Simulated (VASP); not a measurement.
Computed with PBEsol GGA, VASP's PBE PAW potentials (set 64) (plane waves; VASP).

A VASP calculation is set up with these files.

### INCAR
```
# general
SYSTEM   = Li2HfN2
PREC     = Accurate
ENCUT    = 520
LREAL    = F
LASPH    = T

# electronic loop
EDIFF    = 1E-8
NELM     = 100
ALGO     = Normal
LMAXMIX  = 6

# smearing
ISMEAR   = 0
SIGMA    = 0.01

# functional
GGA      = PS

# ions
IBRION   = 8
NSW      = 1

# output
LWAVE    = F
LCHARG   = F

# other
LEPSILON = T
```

### POSCAR
```
Li2HfN2
1
    3.2239623144     0.0000000000    -0.0000000000
   -1.6119811573     2.7920331120     0.0000000000
   -0.0000000000     0.0000000000     5.4137231546
Li Hf N
2 1 2
Direct
  0.6666670000   0.3333330000   0.3823998135
  0.3333330000   0.6666670000   0.6176001865
  0.0000000000   0.0000000000   1.0000000000
  0.6666670000   0.3333330000   0.7795116537
  0.3333330000   0.6666670000   0.2204883463
```

**KPOINTS**
```
Regular mesh
0
gamma
 9 9 5
```

POTCAR, in this order: Li_sv Hf_pv N (PBE.64 set). Program: vasp_std.

The run wrote:

OSZICAR:
```
...
RMM:  31    -0.213425565119E+00   -0.34047E-08   -0.68842E-08  9623   0.355E-05    0.252E-05
 Linear response progress:
  Degree of freedom:   4/  6
       N       E                     dE             d eps       ncg     rms          rms(c)
RMM:   1    -0.267994421259E+00   -0.26799E+00    0.28753E+00  2250   0.109E+01
RMM:   2    -0.259768381638E+00    0.82260E-02   -0.56292E-02  2749   0.155E+00    0.862E-01
RMM:   3    -0.258782892620E+00    0.98549E-03   -0.59921E-03  3739   0.408E-01    0.546E-01
RMM:   4    -0.258364647878E+00    0.41824E-03   -0.35913E-03  4238   0.223E-01    0.288E-01
RMM:   5    -0.257967780692E+00    0.39687E-03   -0.19557E-03  4560   0.141E-01    0.558E-02
RMM:   6    -0.257950897603E+00    0.16883E-04   -0.13928E-03  4538   0.970E-02    0.325E-02
RMM:   7    -0.257892464053E+00    0.58434E-04   -0.19869E-04  4579   0.618E-02    0.155E-02
RMM:   8    -0.257890056953E+00    0.24071E-05   -0.62813E-05  4630   0.423E-02    0.135E-02
RMM:   9    -0.257879928304E+00    0.10129E-04    0.18608E-04  4796   0.281E-02    0.863E-03
RMM:  10    -0.257895683521E+00   -0.15755E-04   -0.46858E-05  4229   0.178E-02    0.710E-03
RMM:  11    -0.257892735425E+00    0.29481E-05   -0.17697E-05  4266   0.141E-02    0.202E-03
RMM:  12    -0.257896085457E+00   -0.33500E-05   -0.71173E-05  4751   0.992E-03    0.207E-03
RMM:  13    -0.257894515129E+00    0.15703E-05   -0.63895E-05  4861   0.689E-03    0.237E-03
RMM:  14    -0.257893797037E+00    0.71809E-06   -0.52968E-05  4748   0.519E-03    0.273E-03
RMM:  15    -0.257894058360E+00   -0.26132E-06   -0.56871E-05  4589   0.386E-03    0.268E-03
RMM:  16    -0.257894675270E+00   -0.61691E-06   -0.43720E-05  3836   0.344E-03    0.895E-04
RMM:  17    -0.257895073694E+00   -0.39842E-06   -0.35449E-05  4254   0.225E-03    0.348E-04
RMM:  18    -0.257894945294E+00    0.12840E-06   -0.26742E-05  4323   0.160E-03    0.665E-04
RMM:  19    -0.257894447735E+00    0.49756E-06   -0.21159E-05  4428   0.120E-03    0.100E-03
RMM:  20    -0.257894293178E+00    0.15456E-06   -0.17657E-05  4527   0.890E-04    0.118E-03
RMM:  21    -0.257893871210E+00    0.42197E-06   -0.15703E-05  4553   0.639E-04    0.111E-03
RMM:  22    -0.257893136727E+00    0.73448E-06   -0.10547E-05  3852   0.552E-04    0.845E-04
RMM:  23    -0.257893157785E+00   -0.21058E-07   -0.13407E-05  4299   0.424E-04    0.754E-04
RMM:  24    -0.257892310298E+00    0.84749E-06   -0.66834E-06  4215   0.484E-04    0.451E-04
RMM:  25    -0.257892450158E+00   -0.13986E-06   -0.96517E-06  4549   0.388E-04    0.320E-04
RMM:  26    -0.257892054768E+00    0.39539E-06   -0.58323E-06  4533   0.301E-04    0.246E-04
RMM:  27    -0.257892028247E+00    0.26521E-07   -0.57742E-06  4677   0.234E-04    0.205E-04
RMM:  28    -0.257891809736E+00    0.21851E-06   -0.35090E-06  4388   0.201E-04    0.151E-04
RMM:  29    -0.257891784829E+00    0.24907E-07   -0.34494E-06  4538   0.169E-04    0.111E-04
RMM:  30    -0.257891641383E+00    0.14345E-06   -0.24163E-06  4458   0.159E-04    0.460E-05
RMM:  31    -0.257891650744E+00   -0.93614E-08   -0.26738E-06  4684   0.128E-04    0.194E-05
RMM:  32    -0.257891558932E+00    0.91812E-07   -0.17444E-06  4644   0.101E-04    0.284E-06
RMM:  33    -0.257891569343E+00   -0.10411E-07   -0.17452E-06  4635   0.772E-05    0.308E-06
RMM:  34    -0.257891523541E+00    0.45803E-07   -0.10775E-06  4404   0.590E-05    0.608E-06
RMM:  35    -0.257891522290E+00    0.12511E-08   -0.99986E-07  4292   0.461E-05    0.854E-06
RMM:  36    -0.257891499809E+00    0.22480E-07   -0.71717E-07  4181   0.359E-05    0.981E-06
RMM:  37    -0.257891493318E+00    0.64914E-08   -0.60807E-07  4161   0.286E-05    0.121E-05
RMM:  38    -0.257891483745E+00    0.95731E-08   -0.50141E-07  3828   0.226E-05    0.131E-05
RMM:  39    -0.257891476158E+00    0.75868E-08   -0.39096E-07  3801   0.182E-05    0.140E-05
RMM:  40    -0.257891470730E+00    0.54275E-08   -0.32593E-07  3550   0.145E-05    0.137E-05
 Linear response progress:
  Degree of freedom:   5/  6
       N       E                     dE             d eps       ncg     rms          rms(c)
RMM:   1    -0.247742786306E+00   -0.24774E+00   -0.27743E-02 16053   0.285E+00
RMM:   2    -0.231105394313E+00    0.16637E-01   -0.23392E-02 13217   0.720E-01    0.760E-01
RMM:   3    -0.232516578415E+00   -0.14112E-02   -0.33270E-03 14777   0.286E-01    0.436E-01
RMM:   4    -0.234135385624E+00   -0.16188E-02   -0.14150E-03 15164   0.204E-01    0.608E-02
RMM:   5    -0.234144183247E+00   -0.87976E-05   -0.46169E-04 17122   0.868E-02    0.187E-02
RMM:   6    -0.234096528281E+00    0.47655E-04   -0.16964E-04 17461   0.436E-02    0.498E-03
RMM:   7    -0.234077561209E+00    0.18967E-04   -0.67483E-05 17967   0.225E-02    0.237E-03
RMM:   8    -0.234078799437E+00   -0.12382E-05   -0.40951E-05 17718   0.143E-02    0.144E-03
RMM:   9    -0.234084703488E+00   -0.59041E-05   -0.14800E-05 18629   0.810E-03    0.761E-04
RMM:  10    -0.234087838891E+00   -0.31354E-05   -0.11922E-05 18183   0.494E-03    0.283E-04
RMM:  11    -0.234088337647E+00   -0.49876E-06   -0.37628E-06 18984   0.293E-03    0.314E-04
RMM:  12    -0.234088392689E+00   -0.55043E-07   -0.46464E-06 18258   0.187E-03    0.195E-04
RMM:  13    -0.234088083771E+00    0.30892E-06   -0.18853E-06 18984   0.111E-03    0.314E-05
RMM:  14    -0.234088070235E+00    0.13536E-07   -0.17539E-06 18859   0.699E-04    0.998E-05
RMM:  15    -0.234088083053E+00   -0.12818E-07   -0.71474E-07 19008   0.432E-04    0.445E-05
RMM:  16    -0.234088079352E+00    0.37006E-08   -0.67392E-07 18691   0.283E-04    0.835E-05
RMM:  17    -0.234088059221E+00    0.20132E-07   -0.30679E-07 18514   0.184E-04    0.606E-05
RMM:  18    -0.234088045798E+00    0.13422E-07   -0.28837E-07 18366   0.131E-04    0.687E-05
RMM:  19    -0.234088033662E+00    0.12136E-07   -0.17377E-07 18360   0.937E-05    0.562E-05
RMM:  20    -0.234088031187E+00    0.24752E-08   -0.13174E-07 18113   0.697E-05    0.615E-05
 Linear response progress:
  Degree of freedom:   6/  6
       N       E                     dE             d eps       ncg     rms          rms(c)
RMM:   1    -0.261317866846E+00   -0.26132E+00   -0.24145E-02  3907   0.279E+00
RMM:   2    -0.245270927809E+00    0.16047E-01   -0.18032E-02  3340   0.639E-01    0.882E-01
RMM:   3    -0.245929511804E+00   -0.65858E-03   -0.34191E-03  3515   0.303E-01    0.435E-01
RMM:   4    -0.246950918264E+00   -0.10214E-02   -0.15568E-03  3727   0.199E-01    0.104E-01
RMM:   5    -0.247101947766E+00   -0.15103E-03   -0.47199E-04  4039   0.871E-02    0.376E-02
RMM:   6    -0.247095626942E+00    0.63208E-05   -0.12766E-04  4120   0.457E-02    0.115E-02
RMM:   7    -0.247060595253E+00    0.35032E-04   -0.51509E-05  4212   0.254E-02    0.747E-03
RMM:   8    -0.247042975890E+00    0.17619E-04   -0.55043E-05  4293   0.142E-02    0.302E-03
RMM:   9    -0.247047440747E+00   -0.44649E-05   -0.21522E-05  4400   0.832E-03    0.188E-03
RMM:  10    -0.247048168366E+00   -0.72762E-06   -0.19353E-05  4630   0.453E-03    0.701E-04
RMM:  11    -0.247049057926E+00   -0.88956E-06   -0.12851E-05  4635   0.280E-03    0.418E-04
RMM:  12    -0.247048672698E+00    0.38523E-06   -0.85313E-06  4782   0.153E-03    0.235E-04
RMM:  13    -0.247048315746E+00    0.35695E-06   -0.70937E-06  4575   0.959E-04    0.349E-04
RMM:  14    -0.247047900596E+00    0.41515E-06   -0.50481E-06  4429   0.581E-04    0.419E-04
RMM:  15    -0.247048081951E+00   -0.18135E-06   -0.35556E-06  3950   0.448E-04    0.381E-04
RMM:  16    -0.247048077500E+00    0.44510E-08   -0.26248E-06  4472   0.265E-04    0.496E-04
RMM:  17    -0.247048030415E+00    0.47085E-07   -0.20242E-06  4657   0.160E-04    0.538E-04
RMM:  18    -0.247047960929E+00    0.69486E-07   -0.13605E-06  4716   0.944E-05    0.557E-04
RMM:  19    -0.247047927281E+00    0.33649E-07   -0.10738E-06  4466   0.604E-05    0.552E-04
 Linear response finished
```

OUTCAR:
```
------------------------ aborting loop because EDIFF is reached ----------------------------------------

 HEAD OF MICROSCOPIC STATIC DIELECTRIC TENSOR (INDEPENDENT PARTICLE, excluding Hartree and local field effects)
 ------------------------------------------------------
           8.466741    -0.000000     0.000000
          -0.000000     8.466740     0.000000
           0.000000     0.000000     6.465307
 ------------------------------------------------------

 MACROSCOPIC STATIC DIELECTRIC TENSOR (including local field effects in DFT)
 ------------------------------------------------------
           8.236367    -0.000000     0.000000
          -0.000000     8.236367     0.000000
           0.000000     0.000000     5.299234
 ------------------------------------------------------

 PIEZOELECTRIC TENSOR (including local field effects)  for field in x, y, z        (e  Angst)
          XX          YY          ZZ          XY          YZ          ZX
  --------------------------------------------------------------------------------
  x     0.00000     0.00000     0.00000     0.00000     0.00000     0.00000
  y     0.00000     0.00000     0.00000     0.00000     0.00000     0.00000
  z     0.00000     0.00000     0.00000     0.00000     0.00000     0.00000

 PIEZOELECTRIC TENSOR (including local field effects)  for field in x, y, z        (C/m^2)
          XX          YY          ZZ          XY          YZ          ZX
  --------------------------------------------------------------------------------
  x     0.00000     0.00000     0.00000     0.00000     0.00000     0.00000
  y     0.00000     0.00000     0.00000     0.00000     0.00000     0.00000
  z     0.00000     0.00000     0.00000     0.00000     0.00000     0.00000

 BORN EFFECTIVE CHARGES (including local field effects) (in |e|, cummulative output)
 ---------------------------------------------------------------------------------
 ion    1
    1     0.71888    -0.00000     0.00000
    2    -0.00000     0.71888     0.00000
    3     0.00000     0.00000     1.25261
 ion    2
    1     0.71888    -0.00000     0.00000
    2    -0.00000     0.71888     0.00000
    3     0.00000     0.00000     1.25261
 ion    3
    1     6.08738    -0.00000    -0.00000
    2    -0.00000     6.08738    -0.00000
    3    -0.00000    -0.00000     2.43987
 ion    4
    1    -3.76258     0.00000     0.00000
    2     0.00000    -3.76257    -0.00000
    3     0.00000     0.00000    -2.47255
 ion    5
    1    -3.76258     0.00000     0.00000
    2     0.00000    -3.76257    -0.00000
    3     0.00000     0.00000    -2.47255

   1 f  =   19.398287 THz   121.883032 2PiTHz  647.057207 cm-1    80.224833 meV
             X         Y         Z           dx          dy          dz
      1.611983  0.930677  2.070207     0.000000   -0.000000   -0.357361
     -0.000002  1.861356  3.343516    -0.000000    0.000000    0.357361
      0.000000  0.000000  0.000000     0.000000    0.000000    0.000000
      1.611983  0.930677  4.220060     0.000000   -0.000000   -0.610158
     -0.000002  1.861356  1.193663    -0.000000    0.000000    0.610158

   2 f  =   16.872486 THz   106.012956 2PiTHz  562.805555 cm-1    69.778964 meV
             X         Y         Z           dx          dy          dz
      1.611983  0.930677  2.070207     0.550693   -0.000180   -0.000000
     -0.000002  1.861356  3.343516    -0.550693    0.000180    0.000000
      0.000000  0.000000  0.000000     0.000000    0.000000    0.000000
      1.611983  0.930677  4.220060     0.443551   -0.000145    0.000000
     -0.000002  1.861356  1.193663    -0.443551    0.000145   -0.000000

   3 f  =   16.872485 THz   106.012951 2PiTHz  562.805524 cm-1    69.778960 meV
             X         Y         Z           dx          dy          dz
      1.611983  0.930677  2.070207     0.000180    0.550693    0.000000
     -0.000002  1.861356  3.343516    -0.000180   -0.550693    0.000000
      0.000000  0.000000  0.000000     0.000000    0.000000   -0.000000
      1.611983  0.930677  4.220060     0.000145    0.443551   -0.000000
     -0.000002  1.861356  1.193663    -0.000145   -0.443551    0.000000

   4 f  =   15.937686 THz   100.139432 2PiTHz  531.623967 cm-1    65.912942 meV
             X         Y         Z           dx          dy          dz
      1.611983  0.930677  2.070207    -0.000000    0.000000   -0.610158
     -0.000002  1.861356  3.343516     0.000000   -0.000000    0.610158
      0.000000  0.000000  0.000000     0.000000   -0.000000    0.000000
      1.611983  0.930677  4.220060    -0.000000    0.000000    0.357361
     -0.000002  1.861356  1.193663    -0.000000    0.000000   -0.357361

   5 f  =   14.935072 THz    93.839827 2PiTHz  498.180390 cm-1    61.766468 meV
             X         Y         Z           dx          dy          dz
      1.611983  0.930677  2.070207     0.000000   -0.000000    0.683694
     -0.000002  1.861356  3.343516     0.000000    0.000000    0.683694
      0.000000  0.000000  0.000000     0.000000   -0.000000   -0.249631
      1.611983  0.930677  4.220060    -0.000000    0.000000   -0.037473
     -0.000002  1.861356  1.193663    -0.000000    0.000000   -0.037473

   6 f  =   14.212200 THz    89.297886 2PiTHz  474.067962 cm-1    58.776910 meV
             X         Y         Z           dx          dy          dz
      1.611983  0.930677  2.070207    -0.578987    0.000189    0.000000
     -0.000002  1.861356  3.343516    -0.578987    0.000189    0.000000
      0.000000  0.000000  0.000000    -0.003347    0.000001   -0.000000
      1.611983  0.930677  4.220060     0.405917   -0.000133    0.000000
     -0.000002  1.861356  1.193663     0.405917   -0.000133   -0.000000

   7 f  =   14.212199 THz    89.297881 2PiTHz  474.067936 cm-1    58.776907 meV
             X         Y         Z           dx          dy          dz
      1.611983  0.930677  2.070207    -0.000189   -0.578987   -0.000000
     -0.000002  1.861356  3.343516    -0.000189   -0.578987   -0.000000
      0.000000  0.000000  0.000000    -0.000001   -0.003347    0.000000
      1.611983  0.930677  4.220060     0.000133    0.405917    0.000000
     -0.000002  1.861356  1.193663     0.000133    0.405917    0.000000

   8 f  =   13.026703 THz    81.849186 2PiTHz  434.524025 cm-1    53.874089 meV
...
```
(Selected blocks of OUTCAR.)

### OUTCAR
```
 val. band max:        4.2981888322   @ k =   0.0000   0.0000   0.0000

 cond. band min:       6.1909802550   @ k =   0.4444   0.0000   0.4000


 Fermi energy:         4.4858062876

 k-point     1 :       0.0000    0.0000    0.0000
  band No.  band energies     occupation
      1     -39.4338      2.00000
      2     -39.2260      2.00000
      3     -25.4001      2.00000
      4     -24.9698      2.00000
      5     -24.9697      2.00000
      6      -9.7701      2.00000
      7      -7.7672      2.00000
      8      -0.7063      2.00000
      9       1.4166      2.00000
     10       1.4166      2.00000
     11       3.8668      2.00000
     12       4.2982      2.00000
     13       4.2982      2.00000
     14       7.8177      0.00000
     15       7.8177      0.00000
     16       8.2403      0.00000
     17       8.9792      0.00000

 k-point     2 :       0.1111    0.0000    0.0000
  band No.  band energies     occupation
      1     -39.4271      2.00000
      2     -39.2304      2.00000
      3     -25.3836      2.00000
      4     -25.0542      2.00000
      5     -24.9873      2.00000
      6      -9.5751      2.00000
      7      -7.8548      2.00000
      8      -0.5083      2.00000
      9       1.2226      2.00000
     10       1.5243      2.00000
     11       3.4444      2.00000
     12       3.9742      2.00000
     13       3.9800      2.00000
     14       7.6386      0.00000
     15       8.2292      0.00000
     16       8.4888      0.00000
     17       9.3980      0.00000

 k-point     3 :       0.2222    0.0000    0.0000
  band No.  band energies     occupation
      1     -39.4082      2.00000
      2     -39.2430      2.00000
      3     -25.3425      2.00000
      4     -25.2602      2.00000
      5     -25.0312      2.00000
      6      -9.0915      2.00000
      7      -8.0495      2.00000
      8      -0.0009      2.00000
      9       0.9590      2.00000
     10       1.7416      2.00000
     11       1.9216      2.00000
...
```

The dielectric response may not be converged in the k-mesh; for small gaps it tends to come out too large. Unless said otherwise, spin-orbit coupling is left out, though it shifts the bands of the heavy elements here.

The structure comes from a computed database's Li2HfN2 entry (P-3m1); how it stands against other phases isn't given here. It was relaxed first.
